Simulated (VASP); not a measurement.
An input for Quantum ESPRESSO's pw.x (written as the equivalent of a VASP run, and not itself run):

```
&CONTROL
  calculation = 'scf'
  pseudo_dir = './pseudo'
  outdir = './out'
  tprnfor = .true.
  tstress = .true.
/
&SYSTEM
  ibrav = 0
  nat = 2
  ntyp = 2
  ecutwfc = 84
  occupations = 'smearing'
  smearing = 'gaussian'
  degauss = 0.003675
  input_dft = 'pbe'
/
&ELECTRONS
  conv_thr = 7.3e-08
  electron_maxstep = 100
/
ATOMIC_SPECIES
  P 30.974 P.upf
  As 74.922 As.upf
CELL_PARAMETERS angstrom
     0.0000000    2.7771410    2.7771410
     2.7771410    0.0000000    2.7771410
     2.7771410    2.7771410    0.0000000
ATOMIC_POSITIONS crystal
  P    0.2500000  0.2500000  0.2500000
  As   0.0000000  0.0000000  0.0000000
K_POINTS automatic
  6 6 6 0 0 0
```

### Question
Write the VASP files for the same calculation (PBE).

### Answer
Several could match; the one computed here: 
**INCAR**
```
SYSTEM = AsP
PREC = Accurate; ENCUT = 520; LREAL = .False.
LASPH = .True.
EDIFF = 1E-6; NELM = 100; ALGO = Normal
LMAXMIX = 4
ISMEAR = 0; SIGMA = 0.05
GGA = PE
ISIF = 2
LWAVE = .False.; LCHARG = .False.
```

File KPOINTS:
```
K-points
0
gamma
  6 6 6
0 0 0
```

POSCAR:
```
AsP
1.0
  0.0000000000   2.7771410000   2.7771410000
  2.7771410000   0.0000000000   2.7771410000
  2.7771410000   2.7771410000   0.0000000000
P As
1 1
direct
  0.2500000000   0.2500000000   0.2500000000
  0.0000000000   0.0000000000   0.0000000000
```

POTCAR, in this order: P As (PBE.64 set). Program: vasp_std.

What does not carry over: the potentials are each code's own (VASP's PAW set, PseudoDojo norm-conserving files in pw.x), so ENCUT and ecutwfc are chosen apart and not converted; conv_thr bounds pw.x's estimated SCF error, while EDIFF bounds the energy change between steps.

The structure was generated: AsP was put into the zincblende type (F-43m), which need not be its known phase. The cell was not relaxed at this level. The k-mesh is coarse (spacing up to 0.33 per Å, 2π included), so the numbers may not be converged in it.
